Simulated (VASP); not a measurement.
Input for VASP

KPOINTS:
```
K-points
0
G
 12 12 7
```

**INCAR**
```
SYSTEM = Tl
PREC = Accurate
ENCUT = 520
EDIFF = 1E-7
NELM = 100
ALGO = Normal
LREAL = .FALSE.
LASPH = .TRUE.
ISMEAR = 1
SIGMA = 0.1
LMAXMIX = 4
LWAVE = .FALSE.
LCHARG = .FALSE.
ISIF = 4
IBRION = 2
NSW = 30
EDIFFG = -0.01
```

File POSCAR:
```
Tl
1
    1.7090901737    -2.9602311128     0.0000000000
    1.7090901737     2.9602311128     0.0000000000
    0.0000000000     0.0000000000     5.5497657596
Tl
2
Direct
  0.3333330000   0.6666670000   0.2500000000
  0.6666670000   0.3333330000   0.7500000000
```

POTCAR, in this order: Tl_d (LDA.64 set). Program: vasp_std.

Task: Write an equivalent input for Quantum ESPRESSO's pw.x.

Result: One equivalent input (not run):
```
&CONTROL
  calculation = 'vc-relax'
  pseudo_dir = './pseudo'
  outdir = './out'
  tprnfor = .true.
  tstress = .true.
  nstep = 30
  forc_conv_thr = 0.00039
/
&SYSTEM
  ibrav = 0
  nat = 2
  ntyp = 1
  ecutwfc = 62
  occupations = 'smearing'
  smearing = 'methfessel-paxton'
  degauss = 0.00735
  input_dft = 'pz'
/
&ELECTRONS
  conv_thr = 7.3e-09
  electron_maxstep = 100
/
&IONS
/
&CELL
  cell_dofree = 'shape'
/
ATOMIC_SPECIES
  Tl 204.380 Tl.upf
CELL_PARAMETERS angstrom
     1.7090902   -2.9602311    0.0000000
     1.7090902    2.9602311    0.0000000
     0.0000000    0.0000000    5.5497658
ATOMIC_POSITIONS crystal
  Tl   0.3333330  0.6666670  0.2500000
  Tl   0.6666670  0.3333330  0.7500000
K_POINTS automatic
  12 12 7 0 0 0
```
What does not carry over: the potentials are each code's own (VASP's PAW set, PseudoDojo norm-conserving files in pw.x), so ENCUT and ecutwfc are chosen apart and not converted; conv_thr bounds pw.x's estimated SCF error, while EDIFF bounds the energy change between steps; forc_conv_thr acts on force components and is met together with etot_conv_thr.

The compound is Tl in the hcp structure. This cell is one point of a volume scan, at 1.03 of the reference volume. Symmetry was kept, so distortions that lower it aren't found.
